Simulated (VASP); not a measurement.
# BAs: convergence with the PAW data sets and SCF solver

A convergence test on BAs: the PAW data sets and SCF solver. The series runs use PBE. The PAW data sets tried: minimal 64: B As; recommended 54: B As; semicore 64: B As_d; gw 64: B_GW As_GW; hard 64: B_h As; soft 64: B_s As. The SCF solver tried: ALGO = Normal; ALGO = Fast; ALGO = VeryFast; ALGO = All; ALGO = Damped; AMIX = 0.1, BMIX = 0.01; AMIX = 0.8; IMIX = 1, AMIX = 0.2. The start is a cell from a database of measured crystal structures.

Calculated with VASP 6.6.1; PBE; plane waves and PAW (B, As), in the first sound run; inputs show where later runs differ.

Most raw output is cut from this account.

## 1. The structure

Symmetry: F-43m, No. 216, cubic system. Conventional cell: a = 4.777 Å, b = 4.777 Å, c = 4.777 Å, α = 90.00°, β = 90.00°, γ = 90.00°. Nearest to B lie 4 As at 2.07 Å. Nearest to As lie 4 B at 2.07 Å. Farther neighbours are not listed.

## 2. PAW data sets: minimal 64: B As

Data sets differ in which electrons are valence and how hard the partial waves are. PBE, the usual starting point, adds the gradient of the density.

Input file INCAR:

```
SYSTEM = BAs
PREC = Accurate
ENCUT = 420
EDIFF = 1E-06
NELM = 100
ISMEAR = -1
SIGMA = 0.05
LREAL = .FALSE.
ALGO = Normal
GGA = PE
NBANDS = 10
LORBIT = 11
LWAVE = .FALSE.
LCHARG = .FALSE.
KPAR = 2
ISIF = 2
```

Input file POSCAR:

```
BAs
1.0
    0.0000000000      2.3885000000      2.3885000000
    2.3885000000      0.0000000000      2.3885000000
    2.3885000000      2.3885000000      0.0000000000
B As
1 1
Direct
    0.0000000000      0.0000000000      0.0000000000
    0.2500000000      0.2500000000      0.2500000000
```

Input file KPOINTS:

```
Automatic mesh
0
Gamma
7 7 7
0 0 0
```

The projector-augmented-wave data sets are B and As (PBE family, release 64).

On the command line:

```
$ mpirun -np 2 vasp_std
```

Wall time 2.8 s (2 MPI ranks of Intel Xeon Platinum 8259CL at 2.50GHz (Skylake/Cascade Lake), shared host); peak memory 0.25 GiB; 4.5 s of CPU time.

The gap is read on the k-mesh alone, so it is an upper bound where the band edges lie off the mesh. Spin-orbit coupling is off here; it would split degenerate levels, and it lifts a valence top of As p states by about 0.1 eV.

This step gave:

```yaml
scf_cycles: 12
electrons: 8
bands: 10
irreducible_k_points: 20
symmetry_operations: 24
free_energy_toten: -11.40 eV
fermi_energy: 6.710 eV
pressure: 3.481 GPa
metallic: no
valence_top_at_k: 0, 0, 0
conduction_bottom_at_k: 0.4286, 0.4286, 0
least_direct_gap_at_k: 0, 0, 0
gap_on_the_k_mesh: 1.192 eV
least_direct_gap_on_the_k_mesh: 3.269 eV
```

The series starts at -5.6982 eV an atom and 3.48 GPa, after 12 cycles in 2.8 s.

## 3. PAW data sets: recommended 54: B As

INCAR is that of step 2.

POSCAR is that of step 2.

KPOINTS is that of step 2.

The projector-augmented-wave data sets are B and As (PBE family, release 54).

On the command line:

```
$ mpirun -np 2 vasp_std
```

Run time: 3 s. Hardware: 2 MPI ranks; peak memory 0.25 GiB; 4.9 s of CPU time.

With 8 valence electrons the pressure is 3.48 GPa, +0.00 GPa from the first of the series, after 12 cycles in 3 s.

## 4. PAW data sets: semicore 64: B As d

This step: PBE; plane waves and PAW (B, As_d) (VASP 6.6.1).

Edit INCAR of step 3 so:

```diff
@@ -10,3 +10,3 @@
 GGA = PE
-NBANDS = 10
+NBANDS = 15
 LORBIT = 11
```

POSCAR is that of step 3.

KPOINTS is that of step 3.

PAW data sets: B and As_d (PBE family, release 64).

On the command line:

```
$ mpirun -np 2 vasp_std
```

Run time: 3.4 s. Hardware: 2 MPI ranks; peak memory 0.25 GiB.

With 18 valence electrons the pressure is 2.36 GPa, -1.12 GPa from the first of the series, after 12 cycles in 3.4 s.

## 5. PAW data sets: GW 64: B GW As GW

This step: PBE; plane waves and PAW (B_GW, As_GW) (VASP 6.6.1).

Edit INCAR of step 4 so:

```diff
@@ -10,3 +10,3 @@
 GGA = PE
-NBANDS = 15
+NBANDS = 10
 LORBIT = 11
```

POSCAR is that of step 4.

KPOINTS is that of step 4.

Potentials, in the order of the species: B_GW and As_GW (PBE family, release 64).

On the command line:

```
$ mpirun -np 2 vasp_std
```

The job ended after 3 s (2 MPI ranks; peak memory 0.25 GiB; 4.9 s of CPU time).

With 8 valence electrons the pressure is 3.31 GPa, -0.17 GPa from the first of the series, after 12 cycles in 3 s.

## 6. PAW data sets: hard 64: B h As

This step: PBE; plane waves and PAW (B_h, As) (VASP 6.6.1).

Edit INCAR of step 5 so:

```diff
@@ -2,3 +2,3 @@
 PREC = Accurate
-ENCUT = 420
+ENCUT = 910
 EDIFF = 1E-06
```

POSCAR is that of step 5.

KPOINTS is that of step 5.

The projector-augmented-wave data sets are B_h and As (PBE family, release 64).

On the command line:

```
$ mpirun -np 2 vasp_std
```

It took 8.4 s on 2 MPI ranks; peak memory 0.4 GiB.

With 8 valence electrons the pressure is 3.43 GPa, -0.05 GPa from the first of the series, after 12 cycles in 8.4 s.

## 7. PAW data sets: soft 64: B s As

This step: PBE; plane waves and PAW (B_s, As) (VASP 6.6.1).

Edit INCAR of step 6 so:

```diff
@@ -2,3 +2,3 @@
 PREC = Accurate
-ENCUT = 910
+ENCUT = 400
 EDIFF = 1E-06
```

POSCAR is that of step 6.

KPOINTS is that of step 6.

The projector-augmented-wave data sets are B_s and As (PBE family, release 64).

On the command line:

```
$ mpirun -np 2 vasp_std
```

It took 2.8 s on 2 MPI ranks; peak memory 0.25 GiB.

With 8 valence electrons the pressure is 3.43 GPa, -0.05 GPa from the first of the series, after 12 cycles in 2.8 s.

## 8. The PAW data sets series as a table

This step: convergence of PBE results with the datasets; plane waves and PAW (VASP 6.6.1).

This step runs nothing: it gathers the runs above.

Results of the series, by row:

| setting | status | pressure (GPa) | gap (eV) | SCF cycles | wall time (s) |
| --- | --- | --- | --- | --- | --- |
| minimal 64: B As, 420 eV | converged | 3.481 | 1.192 | 12 | 2.8 |
| recommended 54: B As, 420 eV | converged | 3.481 | 1.192 | 12 | 3 |
| semicore 64: B As_d, 420 eV | converged | 2.361 | 1.211 | 12 | 3.4 |
| gw 64: B_GW As_GW, 420 eV | converged | 3.307 | 1.19 | 12 | 3 |
| hard 64: B_h As, 910 eV | converged | 3.434 | 1.194 | 12 | 8.4 |
| soft 64: B_s As, 400 eV | converged | 3.427 | 1.192 | 12 | 2.8 |

## 9. SCF solver: ALGO = Normal

This step: PBE; plane waves and PAW (B, As) (VASP 6.6.1).

All solvers should reach one answer; they differ in cycles and robustness.

Edit INCAR of step 7 so:

```diff
@@ -2,3 +2,3 @@
 PREC = Accurate
-ENCUT = 400
+ENCUT = 420
 EDIFF = 1E-06
```

POSCAR is that of step 7.

KPOINTS is that of step 7.

The projector-augmented-wave data sets are B and As (PBE family, release 64).

On the command line:

```
$ mpirun -np 2 vasp_std
```

Elapsed: 2.6 s, on 2 MPI ranks; peak memory 0.25 GiB; 4.1 s of CPU time.

This step gave:

```
free energy (TOTEN) : -11.40 eV
Fermi energy        : 6.710 eV
pressure            : 3.481 GPa
```

The series starts at -5.6982 eV an atom and 3.48 GPa, after 12 cycles in 2.6 s.

## 10. SCF solver: ALGO = Fast

Edit INCAR of step 9 so:

```diff
@@ -8,3 +8,3 @@
 LREAL = .FALSE.
-ALGO = Normal
+ALGO = Fast
 GGA = PE
```

POSCAR is that of step 9.

KPOINTS is that of step 9.

On the command line:

```
$ mpirun -np 2 vasp_std
```

Run time: 3 s. Hardware: 2 MPI ranks; peak memory 0.24 GiB.

Against the first of the series the energy stays within 0.01 meV an atom; the pressure moves by +0.01 GPa, after 13 cycles in 3 s.

## 11. SCF solver: ALGO = VeryFast

Edit INCAR of step 10 so:

```diff
@@ -8,3 +8,3 @@
 LREAL = .FALSE.
-ALGO = Fast
+ALGO = VeryFast
 GGA = PE
```

POSCAR is that of step 10.

KPOINTS is that of step 10.

On the command line:

```
$ mpirun -np 2 vasp_std
```

Run time: 3.4 s. Hardware: 2 MPI ranks; peak memory 0.24 GiB; 5.8 s of CPU time.

Against the first of the series the energy stays within 0.01 meV an atom; the pressure moves by +0.01 GPa, after 20 cycles in 3.4 s.

## 12. SCF solver: ALGO = All

Edit INCAR of step 11 so:

```diff
@@ -8,3 +8,3 @@
 LREAL = .FALSE.
-ALGO = VeryFast
+ALGO = All
 GGA = PE
```

POSCAR is that of step 11.

KPOINTS is that of step 11.

On the command line:

```
$ mpirun -np 2 vasp_std
```

Elapsed: 3.4 s, on 2 MPI ranks; peak memory 0.25 GiB; 5.8 s of CPU time.

Against the first of the series the energy stays within 0.01 meV an atom; the pressure moves by +0.01 GPa, after 13 cycles in 3.4 s.

## 13. SCF solver: ALGO = Damped

Edit INCAR of step 12 so:

```diff
@@ -8,3 +8,3 @@
 LREAL = .FALSE.
-ALGO = All
+ALGO = Damped
 GGA = PE
```

POSCAR is that of step 12.

KPOINTS is that of step 12.

On the command line:

```
$ mpirun -np 2 vasp_std
```

Elapsed: 3.8 s, on 2 MPI ranks; peak memory 0.25 GiB; 6.6 s of CPU time.

Against the first of the series the energy stays within 0.01 meV an atom; the pressure moves by +0.01 GPa, after 20 cycles in 3.8 s.

## 14. SCF solver: AMIX = 0.1, BMIX = 0.01

Edit INCAR of step 13 so:

```diff
@@ -8,3 +8,3 @@
 LREAL = .FALSE.
-ALGO = Damped
+ALGO = Normal
 GGA = PE
@@ -16 +16,3 @@
 ISIF = 2
+AMIX = 0.1
+BMIX = 0.01
```

POSCAR is that of step 13.

KPOINTS is that of step 13.

On the command line:

```
$ mpirun -np 2 vasp_std
```

Elapsed: 2.8 s, on 2 MPI ranks; peak memory 0.25 GiB; 4.3 s of CPU time.

Against the first of the series the energy stays within 0.01 meV an atom and the pressure within 0.01 GPa, after 13 cycles in 2.8 s.

## 15. SCF solver: AMIX = 0.8

Edit INCAR of step 14 so:

```diff
@@ -16,3 +16,2 @@
 ISIF = 2
-AMIX = 0.1
-BMIX = 0.01
+AMIX = 0.8
```

POSCAR is that of step 14.

KPOINTS is that of step 14.

On the command line:

```
$ mpirun -np 2 vasp_std
```

It took 2.6 s on 2 MPI ranks; peak memory 0.25 GiB; 4 s of CPU time.

Against the first of the series the energy stays within 0.01 meV an atom and the pressure within 0.01 GPa, after 12 cycles in 2.6 s.

## 16. SCF solver: IMIX = 1, AMIX = 0.2

Edit INCAR of step 15 so:

```diff
@@ -16,2 +16,3 @@
 ISIF = 2
-AMIX = 0.8
+IMIX = 1
+AMIX = 0.2
```

POSCAR is that of step 15.

KPOINTS is that of step 15.

On the command line:

```
$ mpirun -np 2 vasp_std
```

Wall time 5.6 s (2 MPI ranks); peak memory 0.24 GiB.

Against the first of the series the energy stays within 0.01 meV an atom; the pressure moves by +0.02 GPa, after 34 cycles in 5.6 s.

## 17. The SCF solver series as a table

This step: convergence of PBE results with the solver; plane waves and PAW (VASP 6.6.1).

This step runs nothing: it gathers the runs above.

Differences are taken from the run with ALGO = Normal. Results of the series, by row:

```csv
setting,status,energy less the reference (meV/atom),pressure (GPa),gap (eV),SCF cycles,wall time (s)
ALGO = Normal,converged,0,3.481,1.192,12,2.6
ALGO = Fast,converged,-6.00e-5,3.486,1.192,13,3
ALGO = VeryFast,converged,-8.00e-5,3.489,1.192,20,3.4
ALGO = All,converged,-8.00e-5,3.488,1.192,13,3.4
ALGO = Damped,converged,3.00e-4,3.491,1.192,20,3.8
"AMIX = 0.1, BMIX = 0.01",converged,9.80e-4,3.486,1.191,13,2.8
AMIX = 0.8,converged,-1.80e-4,3.485,1.192,12,2.6
"IMIX = 1, AMIX = 0.2",converged,0.00109,3.503,1.192,34,5.6
```

## 18. Outcome

| Item | Value |
| --- | --- |
| spread of the pressure over the PAW data sets | 1.12 GPa |
| fewest SCF cycles | ALGO = Normal; AMIX = 0.8 (12) |
| most SCF cycles among converged runs | IMIX = 1, AMIX = 0.2 (34) |
| spread of the pressure over the SCF solver | 0.0223 GPa |
| spread of the energy over the SCF solver | 0.00127 meV/atom |

What this shows: The choice of data set moves the pressure between 2.36 GPa (semicore 64: B As_d) and 3.48 GPa (minimal 64: B As); the cutoffs differ too (400, 420 and 910 eV). The gap moves by up to 0.02 eV. All SCF solvers that converged agree within 0.05 meV an atom. No setting beats the 2.6 s of ALGO = Normal by a fifth or more; the slowest converged run is IMIX = 1, AMIX = 0.2, at 5.6 s. On a shared host such times are rough. Data sets differ in their zero of energy, so energies are not compared. Forces vanish by symmetry in this cell, so the series can't test them.

[Lines on the potential files, build, host, timing and source positions are cut from VASP's logs without a mark.]

[Logs are printed without paths, hosts, clocks, repeated set-up lines and the standing remarks that a program may print on its own settings, such as how far it seeks lower states.]

[Hosts, paths, dates, database ids (printed as entryN), source tags and the programs' standing remarks are cut or masked in the printed files.]

[A measured line is paired with the nearest computed mode of its activity, which favours agreement.]
